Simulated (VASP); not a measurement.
A convergence study with VASP on Ni (fcc): a few settings are varied, all else stays as given below, so the limit is that of these other settings. The cell's lengths are 1 % over those of the tabulated start, so it is off equilibrium.

```
CELL_PARAMETERS angstrom
      0.00000     1.77760     1.77760
      1.77760     0.00000     1.77760
      1.77760     1.77760     0.00000
ATOMIC_POSITIONS crystal
  Ni 0.00000 0.00000 0.00000
```
Starting moments (μB, in the order of the record's atoms Ni): 0.8.

All values below come from PBE GGA, VASP's PBE PAW potentials (set 64) (plane waves; VASP). The last row used: ADDGRID = .TRUE., 500 eV cut-off, 20×20×20 Γ-centred mesh, first-order Methfessel-Paxton smearing of 0.10 eV, potentials Ni.

| setting | E (eV/atom) | pressure (GPa) | moment (μB) | plane waves |
|---|---|---|---|---|
| ADDGRID = unset, ENCUT = 200, PREC = Low | [?] | [?] | 0.604 | 77 |
| ADDGRID = unset, ENCUT = 200, PREC = Normal | -4.9522 | -124.20 | 0.604 | 77 |
| ADDGRID = .TRUE., ENCUT = 200, PREC = Normal | -4.9521 | -124.25 | 0.604 | 77 |
| ADDGRID = .TRUE., ENCUT = 200, PREC = Accurate | -4.9521 | -124.31 | 0.604 | 77 |
| ADDGRID = unset, ENCUT = 300, PREC = Low | [?] | -5.80 | 0.636 | 141 |
| ADDGRID = unset, ENCUT = 300, PREC = Normal | -5.4743 | -6.14 | 0.636 | 141 |
| ADDGRID = .TRUE., ENCUT = 300, PREC = Normal | -5.4742 | -6.15 | 0.636 | 141 |
| ADDGRID = .TRUE., ENCUT = 300, PREC = Accurate | -5.4743 | -6.14 | 0.636 | 141 |
| ADDGRID = unset, ENCUT = 400, PREC = Low | -5.4668 | -6.06 | 0.635 | 212 |
| ADDGRID = unset, ENCUT = 400, PREC = Normal | -5.4652 | -6.39 | 0.635 | 212 |
| ADDGRID = .TRUE., ENCUT = 400, PREC = Normal | -5.4651 | -6.41 | 0.635 | 212 |
| ADDGRID = .TRUE., ENCUT = 400, PREC = Accurate | -5.4652 | -6.39 | 0.635 | 212 |
| ADDGRID = unset, ENCUT = 500, PREC = Low | -5.4658 | -5.47 | 0.635 | 302 |
| ADDGRID = unset, ENCUT = 500, PREC = Normal | -5.4641 | -5.80 | 0.635 | 302 |
| ADDGRID = .TRUE., ENCUT = 500, PREC = Normal | -5.4641 | -5.81 | 0.635 | 302 |
| ADDGRID = .TRUE., ENCUT = 500, PREC = Accurate | -5.4641 | -5.81 | 0.635 | 302 |

### Question
Complete the blanks.

### Answer

- ADDGRID = unset, ENCUT = 200, PREC = Low, E (eV/atom): -4.9530
- ADDGRID = unset, ENCUT = 200, PREC = Low, pressure (GPa): -123.96
- ADDGRID = unset, ENCUT = 300, PREC = Low, E (eV/atom): -5.4758

Left out are rungs that failed or repeat a setting and relaxations that didn't move; long series are thinned to 24 rows.

The compound is Ni in the fcc structure. The cell was not relaxed at this level. The spin order is the one that the start imposed; others were not tried in this run.
